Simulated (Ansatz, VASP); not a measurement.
# Cross-check of AlBiSe3 between VASP and Ansatz

Wanted: the spread between two codes on one cell, functional and k mesh. The cell is generated by rule, not measured, and may not be a known phase. The cell is taken from a series of runs on this material, whose earlier steps may have relaxed, scaled, displaced or heated it; both programs get it as it stands.

Method: plane waves, with VASP 6.6.1 beside it; relaxation of cell and atoms at PBEsol, in Ansatz 0.2.0.

The structure was built from a prototype and need not be the compound's stable phase.

## 1. Starting point

It takes space group Pm-3m (No. 221, cubic). The conventional cell has a = 4.852 Å, b = 4.852 Å, c = 4.852 Å, α = 90.00°, β = 90.00°, γ = 90.00°. Nearest to Bi lie 12 Se at 3.43 Å. Al has 6 Se at 2.43 Å nearest. Nearest to Se lie 2 Al at 2.43 Å and 4 Bi at 3.43 Å. Farther neighbours and most contacts between anions are not listed.

As a file:

```cif
data_structure
_symmetry_space_group_name_H-M 'P 1'
_symmetry_Int_Tables_number 1
_cell_length_a 4.8524
_cell_length_b 4.8524
_cell_length_c 4.8524
_cell_angle_alpha 90.000
_cell_angle_beta 90.000
_cell_angle_gamma 90.000
_cell_volume 114.25
loop_
_atom_site_label
_atom_site_type_symbol
_atom_site_fract_x
_atom_site_fract_y
_atom_site_fract_z
_atom_site_occupancy
Bi1 Bi 0.00000 0.00000 0.00000 1
Al2 Al 0.50000 0.50000 0.50000 1
Se3 Se 0.50000 0.50000 0.00000 1
Se4 Se 0.50000 0.00000 0.50000 1
Se5 Se 0.00000 0.50000 0.50000 1
```

## 2. VASP: relaxation of cell and atoms, PBEsol, pair 1

The relaxed volume is the usual yardstick between codes: in a stiff, nearly cubic crystal its relative difference is about their pressure difference at one cell divided by the bulk modulus.

Lines of VASP's logs that name or quote its potential files are left out, and so is its time.

The input, INCAR:

```
SYSTEM = AlBiSe3
PREC = Accurate
ENCUT = 500
EDIFF = 1E-07
NELM = 120
ISMEAR = 1
SIGMA = 0.15
LREAL = .FALSE.
ALGO = Normal
GGA = PS
NBANDS = 24
LORBIT = 11
LWAVE = .FALSE.
LCHARG = .FALSE.
ISIF = 3
IBRION = 2
NSW = 80
EDIFFG = -0.005
LASPH = .TRUE.
GGA_COMPAT = .FALSE.
NELMIN = 4
KPAR = 2
```

The input, POSCAR:

```
AlBiSe3
1.0
    4.8523690000      0.0000000000      0.0000000000
    0.0000000000      4.8523690000      0.0000000000
    0.0000000000      0.0000000000      4.8523690000
Bi Al Se
1 1 3
Direct
    0.0000000000      0.0000000000      0.0000000000
    0.5000000000      0.5000000000      0.5000000000
    0.5000000000      0.5000000000      0.0000000000
    0.5000000000      0.0000000000      0.5000000000
    0.0000000000      0.5000000000      0.5000000000
```

The input, KPOINTS:

```
Automatic mesh
0
Gamma
6 6 6
0 0 0
```

PAW data sets: Bi_d, Al and Se (PBE family, release 64).

The run is started by

```sh
$ mpirun -np 2 vasp_std
```

Numbers of over 12 decimals in the logs are rounded to 6 here.

Log:

```text
[banner, memory and clock lines left out]
running    2 mpi-ranks, on    1 nodes
 distrk:  each k-point on    1 cores,    2 groups
 distr:  one band on    1 cores,    1 groups

 POSCAR found type information on POSCAR BiAlSe
 POSCAR found :  3 types and       5 ions
|                                                                             |
|               ----> ADVICE to this user running VASP <----                  |
|                                                                             |
|     You enforced a specific xc type in the INCAR file but a different       |
|     [... a line on the potential file left out ...]
|     I HOPE YOU KNOW WHAT YOU ARE DOING!                                     |
|                                                                             |

 LDA part: xc-table for (Slater+PW92), standard interpolation
 POSCAR, INCAR and KPOINTS ok, starting setup
 FFT: planning ... GRIDC
 FFT: planning ... GRID_SOFT
 FFT: planning ... GRID
 WAVECAR not read
 entering main loop
       N       E                     dE             d eps       ncg     rms          rms(c)
DAV:   1     0.277243953496E+03    0.27724E+03   -0.15798E+04   960   0.138E+03
DAV:   2     0.477507971812E+01   -0.27247E+03   -0.26422E+03  1096   0.342E+02
DAV:   3    -0.213702143990E+02   -0.26145E+02   -0.25528E+02  1240   0.108E+02
DAV:   4    -0.221094354961E+02   -0.73922E+00   -0.73653E+00  1136   0.207E+01
DAV:   5    -0.221331869865E+02   -0.23751E-01   -0.23750E-01  1400   0.361E+00    0.660E+00
DAV:   6    -0.207108663811E+02    0.14223E+01   -0.32544E+00  1176   0.965E+00    0.343E+00
DAV:   7    -0.207060167053E+02    0.48497E-02   -0.21911E-01  1056   0.260E+00    0.214E+00
DAV:   8    -0.206953294977E+02    0.10687E-01   -0.38706E-02  1168   0.154E+00    0.339E-01
DAV:   9    -0.206948320749E+02    0.49742E-03   -0.29052E-03  1080   0.396E-01    0.952E-02
DAV:  10    -0.206948161247E+02    0.15950E-04   -0.36919E-04  1224   0.106E-01    0.314E-02
DAV:  11    -0.206948143633E+02    0.17614E-05   -0.46179E-05  1144   0.435E-02    0.139E-02
DAV:  12    -0.206948136783E+02    0.68503E-06   -0.11754E-05  1272   0.245E-02    0.493E-03
DAV:  13    -0.206948128670E+02    0.81131E-06   -0.15326E-06  1168   0.787E-03    0.144E-03
DAV:  14    -0.206948127411E+02    0.12588E-06   -0.23353E-07   992   0.310E-03    0.502E-04
DAV:  15    -0.206948127440E+02   -0.28949E-08   -0.11098E-08   600   0.758E-04
   1 F= -.20694813E+02 E0= -.20692380E+02  d E =-.206948E+02
 curvature:   0.00 expect dE= 0.000E+00 dE for cont linesearch  0.000E+00
 trial: gam= 0.00000 g(F)=  0.000E+00 g(S)=  0.264E-03 ort = 0.000E+00 (trialstep = 0.100E+01)
 search vector abs. value=  0.264E-03
 bond charge predicted
       N       E                     dE             d eps       ncg     rms          rms(c)
DAV:   1    -0.206966874039E+02   -0.18747E-02   -0.49964E-02  1160   0.219E+00    0.236E-01
DAV:   2    -0.206951765091E+02    0.15109E-02   -0.27435E-03  1136   0.511E-01    0.862E-02
DAV:   3    -0.206948916868E+02    0.28482E-03   -0.10723E-03  1288   0.314E-01    0.193E-02
DAV:   4    -0.206948852455E+02    0.64412E-05   -0.30008E-05  1272   0.440E-02    0.137E-02
DAV:   5    -0.206948829488E+02    0.22967E-05   -0.52216E-06   992   0.127E-02    0.411E-03
DAV:   6    -0.206948823404E+02    0.60838E-06   -0.94092E-07  1304   0.808E-03    0.128E-03
DAV:   7    -0.206948825310E+02   -0.19054E-06   -0.82026E-08   568   0.266E-03    0.221E-04
DAV:   8    -0.206948825707E+02   -0.39730E-07   -0.11417E-08   528   0.108E-03
   2 F= -.20694883E+02 E0= -.20692439E+02  d E =-.698267E-04
 trial-energy change:   -0.000070  1 .order   -0.000072   -0.000264    0.000121
 step:   0.6802(harm=  0.6864)  dis= 0.00000  next Energy=   -20.694902 (dE=-0.892E-04)
 bond charge predicted
       N       E                     dE             d eps       ncg     rms          rms(c)
DAV:   1    -0.206950849434E+02   -0.20241E-03   -0.50956E-03  1168   0.696E-01    0.756E-02
DAV:   2    -0.206949291169E+02    0.15583E-03   -0.28106E-04  1128   0.164E-01    0.276E-02
DAV:   3    -0.206949009150E+02    0.28202E-04   -0.10988E-04  1304   0.101E-01    0.620E-03
DAV:   4    -0.206949010760E+02   -0.16095E-06   -0.29834E-06  1304   0.139E-02    0.440E-03
DAV:   5    -0.206949018358E+02   -0.75983E-06   -0.52114E-07   968   0.407E-03    0.130E-03
DAV:   6    -0.206949020213E+02   -0.18553E-06   -0.77075E-08   528   0.252E-03    0.360E-04
DAV:   7    -0.206949019533E+02    0.68039E-07   -0.16483E-08   528   0.149E-03
   3 F= -.20694902E+02 E0= -.20692462E+02  d E =-.892093E-04
 curvature:  -0.34 expect dE=-0.107E-07 dE for cont linesearch -0.107E-07
 trial: gam=-0.01074 g(F)=  0.104E-66 g(S)=  0.311E-07 ort = 0.287E-05 (trialstep = 0.936E+00)
 search vector abs. value=  0.104E-09
 reached required accuracy - stopping structural energy minimisation
```

Parts of OUTCAR (step 2):

```text
ion  position               nearest neighbor table
   1  0.000  0.000  0.000-
   2  0.500  0.500  0.500-   3 2.43   4 2.43   5 2.43   3 2.43   4 2.43   5 2.43
   3  0.500  0.500  0.000-   2 2.43   2 2.43
   4  0.500  0.000  0.500-   2 2.43   2 2.43
   5  0.000  0.500  0.500-   2 2.43   2 2.43

  LATTYP: Found a simple cubic cell.
 ALAT       =     4.8523690000

 Subroutine GETGRP returns: Found 48 space group operations
 (whereof 48 operations were pure point group operations)

The static configuration has the point symmetry O_h .

 Found     20 irreducible k-points:

   k-points           NKPTS =     20   k-points in BZ     NKDIM =     20   number of bands    NBANDS=     24

   dimension x,y,z NGX =    36 NGY =   36 NGZ =   36
   dimension x,y,z NGXF=    72 NGYF=   72 NGZF=   72

   ENCUT  =  500.0 eV  36.75 Ry    6.06 a.u.   8.85  8.85  8.85*2*pi/ulx,y,z

   NELECT =      36.0000    total number of electrons

 k-points in reciprocal lattice and weights: Automatic mesh
   0.00000000  0.00000000  0.00000000       0.005
   0.16666667  0.00000000  0.00000000       0.028
   0.33333333  0.00000000  0.00000000       0.028
   0.50000000  0.00000000  0.00000000       0.014
   0.16666667  0.16666667  0.00000000       0.056
   0.33333333  0.16666667  0.00000000       0.111
   0.50000000  0.16666667  0.00000000       0.056
   0.33333333  0.33333333  0.00000000       0.056
   0.50000000  0.33333333  0.00000000       0.056
[...]
0.50000000  0.50000000  0.33333333       0.028
   0.50000000  0.50000000  0.50000000       0.005

 average (electrostatic) potential at core
       1-105.9233       2 -75.0468       3 -52.3501       4 -52.3501       5 -52.3501

 E-fermi :   5.5848

 k-point     1 :       0.0000    0.0000    0.0000
  band No.  band energies     occupation
    ...
     15       3.9579      2.00000
     16       4.3840      2.00000
     17       4.3840      2.00000
     18       4.3840      2.00000
     19       5.1376      2.00021
     20       8.2650     -0.00000
     21       8.2650     -0.00000
     22       8.2650     -0.00000
     23       9.9257      0.00000
     24       9.9257      0.00000

 k-point     2 :       0.1667    0.0000    0.0000
  band No.  band energies     occupation
    ...
     14       3.6562      2.00000
     15       3.6562      2.00000
     16       4.1750      2.00000
     17       4.3506      2.00000
     18       4.3506      2.00000
     19       6.1809     -0.00000
     20       7.4036     -0.00000
     21       7.9195     -0.00000
     22       7.9195     -0.00000
     23      10.0382      0.00000
    ...

 k-point     3 :       0.3333    0.0000    0.0000
  band No.  band energies     occupation
    ...
     14       2.8740      2.00000
     15       3.1400      2.00000
     16       3.8194      2.00000
     17       4.5795      2.00000
     18       4.5795      2.00000
     19       5.8919     -0.01369
     20       7.2712     -0.00000
     21       7.2712     -0.00000
     22       7.8049     -0.00000
     23      10.3202      0.00000
    ...

  Total        0.0010371      0.0010371      0.0010371      0.0000000      0.0000000     -0.0000000
  in kB        0.0145161      0.0145161      0.0145161      0.0000000      0.0000000     -0.0000000
  external PRESSURE =       0.0145161 kB  Pullay stress =       0.0000000 kB

  energy-cutoff  :      500.00
  volume of cell :      114.47
      direct lattice vectors                 reciprocal lattice vectors
     4.855409530  0.000000000 -0.000000000     0.205955851  0.000000000 -0.000000000
    -0.000000000  4.855409530 -0.000000000    -0.000000000  0.205955851 -0.000000000
     0.000000000  0.000000000  4.855409530     0.000000000  0.000000000  0.205955851

 POSITION                                       TOTAL-FORCE (eV/Angst)
 -----------------------------------------------------------------------------------
      0.00000      0.00000      0.00000         0.000000      0.000000      0.000000
      2.42770      2.42770      2.42770         0.000000     -0.000000      0.000000
      2.42770      2.42770     -0.00000        -0.000000     -0.000000      0.000000
      2.42770      0.00000      2.42770        -0.000000     -0.000000      0.000000
      0.00000      2.42770      2.42770        -0.000000      0.000000      0.000000
 -----------------------------------------------------------------------------------
    total drift:                                0.000000      0.000000      0.000000

  FREE ENERGIE OF THE ION-ELECTRON SYSTEM (eV)
  ---------------------------------------------------
  free  energy   TOTEN  =       -20.6949019533 eV

  energy  without entropy=      -20.6875818980  energy(sigma->0) =      -20.69246193

 reached required accuracy - stopping structural energy minimisation

 total charge
# of ion       s       p       d       tot
------------------------------------------
    1        1.584   0.950   9.925  12.458
    2        0.371   0.360   0.000   0.730
    3        1.472   2.350   0.030   3.853
    4        1.472   2.350   0.030   3.853
    5        1.472   2.350   0.030   3.853
--------------------------------------------------
tot          6.371   8.360  10.016  24.747

[... 3 further parts left out ...]
```

CONTCAR:

```
AlBiSe3
   1.00000000000000
     4.8554095300611166    0.0000000000000000   -0.0000000000000000
    -0.0000000000000000    4.8554095300611166   -0.0000000000000000
     0.0000000000000000    0.0000000000000000    4.8554095300611166
  Bi              Al              Se
     1     1     3
Direct
     0.0000000000000000    0.0000000000000000    0.0000000000000000
     0.5000000000000000    0.5000000000000000    0.5000000000000000
     0.5000000000000000    0.5000000000000000    0.0000000000000000
     0.5000000000000000    0.0000000000000000    0.5000000000000000
     0.0000000000000000    0.5000000000000000    0.5000000000000000
```

(Part 1 of 3 ends here.)

[Lines on the potential files, build, host, timing and source positions are cut from VASP's logs without a mark.]

[Logs are printed without paths, hosts, clocks, repeated set-up lines and the standing remarks that a program may print on its own settings, such as how far it seeks lower states.]

[Hosts, paths, dates, database ids (printed as entryN), source tags and the programs' standing remarks are cut or masked in the printed files.]
